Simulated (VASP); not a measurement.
**MgTi2N2: relaxation of cell and atoms with PBE**

Crystal: MgTi2N2.

```
CELL_PARAMETERS angstrom
3.55498 0.00000 0.00000
0.00000 3.55498 0.00000
0.00000 0.00000 6.00083
ATOMIC_POSITIONS crystal
Mg 0.00000 0.00000 0.00000
Ti 0.00000 0.00000 0.65455
Ti 0.00000 0.00000 0.34545
N 0.50000 0.50000 0.31147
N 0.50000 0.50000 0.68853
```

The cell was built by a generator and needn't be a form met in nature.

```json
{"Program": "VASP 6.6.1", "Task": "relaxation of cell and atoms", "Functional": "PBE", "Potentials or basis": "VASP PAW PBE potentials, release 64 (Mg, Ti_sv, N)", "Cutoff": "520 eV", "k mesh": "4 × 4 × 3", "Occupations": "gaussian, width 0.15 eV", "Spin": "no spin polarisation", "Further INCAR settings": "PREC = Normal; ALGO = Fast; EDIFF = 0.0001; IBRION = 2; EDIFFG = -0.08; NSW = 24; ISIF = 3"}
```

- Relaxed volume: 14.14 Å³/atom
- Relaxed cell: a = 2.873 Å, b = 2.873 Å, c = 8.569 Å, α = 90.00°, β = 90.00°, γ = 90.00°
- Space group after relaxing (to 0.05 Å): P4/mmm (No. 123)
- Energy gained by relaxing: 2316.4 meV/atom
- Ionic steps: 11
- Pressure after relaxing: -0.5 GPa
- Largest force after relaxing: 0.077 eV/Å
- Band gap on the k mesh: none (metal or under the smearing width)

Forces on the atoms (eV/Å):
```
Mg   0.000  0.000  0.000
Ti   0.000  0.000  0.016
Ti   0.000  0.000 -0.016
N    0.000  0.000 -0.077
N    0.000  0.000  0.077
```

The path:
```csv
step,energy change (eV),largest force (eV/Å),pressure (GPa),volume (Å³)
1,0.0000,0.4017,-3.05,75.84
2,-11.0248,1.5329,-2.27,67.40
3,-11.3049,1.4143,7.48,65.77
4,-10.4900,0.5550,32.37,62.20
5,-11.3150,1.2258,10.92,65.21
6,-11.2958,1.1038,12.66,64.88
7,-11.4378,0.3016,-8.04,75.13
8,-11.5550,0.6037,-1.27,70.77
9,-11.5769,0.1213,0.45,70.46
10,-11.5771,0.1360,0.40,70.46
11,-11.5820,0.0770,-0.48,70.72
```

Final structure:
```yaml
crystal:
  lattice:
    - [2.87281, 0.00000, 0.00000]
    - [0.00000, 2.87281, 0.00000]
    - [0.00000, 0.00000, 8.56927]
  atoms:
    - { symbol: Mg, position: [0.00000, 0.00000, 0.00000] }
    - { symbol: Ti, position: [0.00000, 0.00000, 0.66780] }
    - { symbol: Ti, position: [0.00000, 0.00000, 0.33220] }
    - { symbol: N, position: [0.50000, 0.50000, 0.31235] }
    - { symbol: N, position: [0.50000, 0.50000, 0.68765] }
```

Levels at points of the mesh, in eV from the Fermi level:
```csv
k point,band 14,band 15,band 16,band 17,band 18,band 19,band 20,band 21,band 22
"(0.00, 0.00, 0.00)",-1.31,-1.18,-1.18,-1.13,-1.13,-1.06,-0.24,1.69,1.69
"(0.50, 0.00, 0.00)",-4.27,-4.18,-3.15,-1.62,-0.18,0.57,0.68,1.91,3.22
"(0.50, 0.50, 0.00)",-3.34,-2.06,-1.13,-0.68,-0.68,0.07,1.07,1.07,1.90
```

It took 110 s on 1 thread of Intel(R) Xeon(R) 6975P-C (Granite Rapids), on a shared host, peak memory 0.16 GiB.

Caveat: the k mesh is coarse (spacing up to 0.44 Å⁻¹), so the values aren't converged; the relaxation stopped at a loose force limit of 0.08 eV/Å, so its end isn't a converged minimum.
